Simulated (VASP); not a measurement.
Consider the following.

```
CELL_PARAMETERS angstrom
      1.24514    -2.15665     0.00000
      1.24514     2.15665     0.00000
      0.00000     0.00000     4.02320
ATOMIC_POSITIONS crystal
  Co 0.33333 0.66667 0.25000
  Co 0.66667 0.33333 0.75000
```
Starting moments (μB, in the order of the record's atoms Co Co): 1.6 1.6.

Computed with PBE GGA, VASP's PBE PAW potentials (set 64) (plane waves; VASP). Settings: 400 eV cut-off, Gaussian smearing of 0.050 eV, potentials Co.

**Question.** Give the spin-up energies of bands 1 to 12 at the high-symmetry points, in eV from the Fermi level.

**Answer.** 
```csv
band,Γ,M,K,A,L,H
1,-8.93,-4.76,-4.31,-6.68,-4.99,-3.85
2,-5.14,-4.74,-3.93,-6.68,-4.99,-3.85
3,-2.61,-4.47,-3.93,-2.91,-3.75,-3.71
4,-2.59,-2.75,-3.64,-2.91,-3.75,-3.71
5,-2.59,-2.52,-2.85,-2.66,-1.80,-2.94
6,-2.27,-2.51,-2.85,-2.66,-1.80,-2.94
7,-2.27,-2.18,-1.92,-2.66,-1.05,-1.89
8,-1.93,-0.69,-0.92,-2.66,-1.05,-1.89
9,-1.93,-0.59,-0.92,-1.13,-0.60,-0.77
10,-0.82,-0.54,-0.81,-1.13,-0.60,-0.77
11,-0.82,1.32,4.49,-1.13,1.61,5.73
12,-0.06,3.34,5.32,-1.13,1.61,5.73
```

**Question.** Give the spin-down energies of bands 1 to 12 at the high-symmetry points, in eV from the Fermi level.

**Answer.** 
| band | Γ | M | K | A | L | H |
|---|---|---|---|---|---|---|
| 1 | -8.95 | -3.89 | -3.02 | -6.62 | -3.99 | -2.60 |
| 2 | -4.21 | -3.58 | -2.87 | -6.62 | -3.99 | -2.60 |
| 3 | -0.99 | -3.26 | -2.87 | -1.54 | -2.39 | -2.53 |
| 4 | -0.97 | -1.87 | -2.67 | -1.54 | -2.39 | -2.53 |
| 5 | -0.97 | -1.13 | -1.38 | -1.04 | -0.07 | -1.74 |
| 6 | -0.60 | -1.04 | -1.38 | -1.04 | -0.07 | -1.74 |
| 7 | -0.60 | -0.62 | -0.32 | -1.04 | 0.24 | -0.19 |
| 8 | -0.18 | 1.17 | 0.90 | -1.04 | 0.24 | -0.19 |
| 9 | -0.18 | 1.31 | 0.90 | 0.71 | 1.27 | 1.07 |
| 10 | -0.14 | 1.34 | 1.06 | 0.71 | 1.27 | 1.07 |
| 11 | 1.04 | 2.54 | 5.25 | 0.71 | 2.21 | 6.34 |
| 12 | 1.04 | 4.30 | 6.06 | 0.71 | 2.21 | 6.34 |

It has no gap at this level: it comes out as a metal or semimetal.

The compound is Co in the hcp structure. It was relaxed first.
